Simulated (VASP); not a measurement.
Consider the following.

```
CsCl
1.0
    4.20990     0.00000     0.00000
    0.00000     4.20990     0.00000
    0.00000     0.00000     4.20990
Cs Cl
1 1
Direct
  0.00000   0.00000   0.00000
  0.50000   0.50000   0.50000
```

These are PBE GGA, VASP's PBE PAW potentials (set 64) (plane waves; VASP) values and carry that method's errors. Settings: 520 eV cut-off, Gaussian smearing of 0.050 eV, potentials Cs_sv Cl.

Unless said otherwise, spin-orbit coupling is left out, though it shifts the bands of the heavy elements here.

Task: Predict the band gap (along the path) with the smallest direct gap where there is one.

Result: 
```yaml
band gap (along the path): 4.99 eV
smallest direct gap (along the path): 4.99 eV
```

The compound is CsCl in the CsCl type structure. It was relaxed first, which changed the volume by +7 %.
